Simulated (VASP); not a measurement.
Here is the system:

```
CELL_PARAMETERS angstrom
      0.00000     2.86928     2.86928
      2.86928     0.00000     2.86928
      2.86928     2.86928     0.00000
ATOMIC_POSITIONS crystal
  Fe 0.50000 0.50000 0.50000
  Fe 0.25000 0.25000 0.25000
  Fe 0.75000 0.75000 0.75000
  Ge 0.00000 0.00000 0.00000
```

The numbers are results of r2SCAN meta-GGA, VASP's PBE PAW potentials (set 64) (plane waves; VASP), not measurements. Numerical set-up: 400 eV cut-off, 10×10×10 Γ-centred mesh, tetrahedra with Blöchl corrections, potentials Fe Ge_d.

The run has a spin-polarised start.

Give the spin-up energies of bands 12 to 25 at the high-symmetry points, in eV from the Fermi level.

| band | Γ | X | U | L | W |
|---|---|---|---|---|---|
| 12 | -3.61 | -3.79 | -3.61 | -3.94 | -3.77 |
| 13 | -3.61 | -3.61 | -3.50 | -3.39 | -3.73 |
| 14 | -3.61 | -3.61 | -3.35 | -3.39 | -3.14 |
| 15 | -2.15 | -3.32 | -2.78 | -2.78 | -3.14 |
| 16 | -2.15 | -2.50 | -2.77 | -2.78 | -2.77 |
| 17 | -1.75 | -2.18 | -2.52 | -2.48 | -2.35 |
| 18 | -1.75 | -2.18 | -2.44 | -2.17 | -2.33 |
| 19 | -1.75 | -2.00 | -2.39 | -2.17 | -2.14 |
| 20 | -1.67 | -1.94 | -1.69 | -1.73 | -1.74 |
| 21 | -1.67 | -1.71 | -1.34 | -1.73 | -1.74 |
| 22 | 2.35 | -1.33 | -1.32 | -1.29 | -1.13 |
| 23 | 3.51 | -1.33 | -0.98 | 2.83 | -1.13 |
| 24 | 3.51 | -1.10 | -0.52 | 2.83 | -1.09 |
| 25 | 3.51 | 2.83 | 3.41 | 3.09 | 5.72 |

Give the spin-down energies of bands 12 to 25 at the high-symmetry points, in eV from the Fermi level.

```
band      Γ      X      U      L      W
----  -----  -----  -----  -----  -----
12    -1.51  -1.38  -1.60  -1.64  -1.60
13    -1.51  -1.38  -1.18  -1.29  -1.25
14    -1.51  -0.95  -0.65  -1.29  -0.54
15     1.11  -0.17  -0.51  -0.44  -0.45
16     1.11  -0.17  -0.30   0.05  -0.45
17     1.11   0.97   0.39   0.05   0.51
18     2.12   0.98   1.33   1.54   1.30
19     2.12   1.44   1.63   1.54   1.30
20     2.42   1.72   1.78   1.63   1.86
21     2.42   1.72   1.84   2.21   1.89
22     2.62   2.06   2.10   2.21   2.08
23     4.65   2.11   2.33   4.07   2.28
24     4.65   2.34   2.35   4.93   2.28
25     4.65   4.80   5.11   4.93   6.48
```

It has no gap at this level: it comes out as a metal or semimetal.

The structure comes from a computed database's Fe3Ge entry (Fm-3m); how it stands against other phases isn't given here. It was relaxed first.
